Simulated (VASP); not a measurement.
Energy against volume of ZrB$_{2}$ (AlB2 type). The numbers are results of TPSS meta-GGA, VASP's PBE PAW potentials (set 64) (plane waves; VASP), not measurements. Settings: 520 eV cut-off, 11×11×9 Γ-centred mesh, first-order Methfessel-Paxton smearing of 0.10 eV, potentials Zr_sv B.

Shape and ions are relaxed at each volume.

```
V (Å³/atom)  E (eV/atom)
-----------  -----------
9.902          -12.04941
10.208         -12.05671
10.514         -12.05001
10.820         -12.03126
```

Task: Fit these four points and predict the energy of the run at 9.595 Å³/atom.

Result: A cubic in V^(−2/3), the third-order Birch-Murnaghan form, passes through the four points with V0 = 10.21 Å³/atom and B0 = 244 GPa, and gives -12.0258 eV/atom there. The run gave -12.0259 eV/atom, -0.1 meV/atom from the fit; all five points give B0 = 244 GPa.

The compound is ZrB2 in the AlB2 type structure. It was relaxed first.
